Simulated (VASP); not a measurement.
Crystal: Si2Sb2Te.

```
Si Sb Te
1.0
    -2.02500    6.05000    2.85000
     2.02500   -6.05000    2.85000
     2.02500    6.05000   -2.85000
Si Sb Te
2 2 1
Cartesian
  0.0000 8.0671 0.0000
  0.0000 4.0329 0.0000
  2.0250 4.0329 -1.4250
  0.0000 2.0171 1.4250
  0.0000 6.0500 1.4250
```

The cell was built by a generator and needn't be a form met in nature.

```yaml
Program: VASP 6.6.1
Task: relaxation of cell and atoms
Functional: PBE
Potentials_or_basis: VASP PAW PBE potentials, release 64 (Si, Sb, Te)
Cutoff: 520 eV
k_mesh: 4 × 4 × 4
Occupations: gaussian, width 0.15 eV
Spin: no spin polarisation
```

At the start: pressure 9.5 GPa; volume 27.93 Å³/atom.

**Question.** Where does the relaxation end?

**Answer.** Over 13 steps the energy falls by 163.4 meV/atom and the volume is 30.80 Å³/atom (+10.3 %); space group Imm2 (No. 44, to 0.05 Å).

Step by step:
```tsv
step	energy change (eV)	largest force (eV/Å)	pressure (GPa)	volume (Å³)
1	0.0000	1.7565	9.45	139.66
2	-0.5320	0.8172	-3.56	175.68
3	-0.7015	0.5251	-0.49	162.08
4	-0.7014	0.5414	-0.38	161.61
5	-0.7445	0.4098	-0.22	160.62
6	-0.7678	0.3522	0.00	159.15
7	-0.7862	0.1972	-0.26	158.44
8	-0.7865	0.1788	-0.31	158.31
9	-0.8008	0.1214	0.03	156.27
10	-0.8054	0.2026	0.38	154.26
11	-0.8145	0.1154	0.02	154.56
12	-0.8154	0.1195	-0.12	154.67
13	-0.8169	0.0423	0.09	153.98
```

Final structure:
```xyz
5
Lattice="-2.0766 6.1616 3.0087 2.0766 -6.1616 3.0087 2.0766 6.1616 -3.0087" Properties=species:S:1:pos:R:3 pbc="T T T"
Si    0.0000    8.2397    0.0514
Si    0.0000    4.0834    0.0514
Sb    2.0766    4.3174   -1.5771
Sb    0.0000    1.8442    1.4315
Te    0.0000    6.1616    1.5472
```

Caveat: the k mesh is coarse (spacing up to 0.48 Å⁻¹), so the values aren't converged.
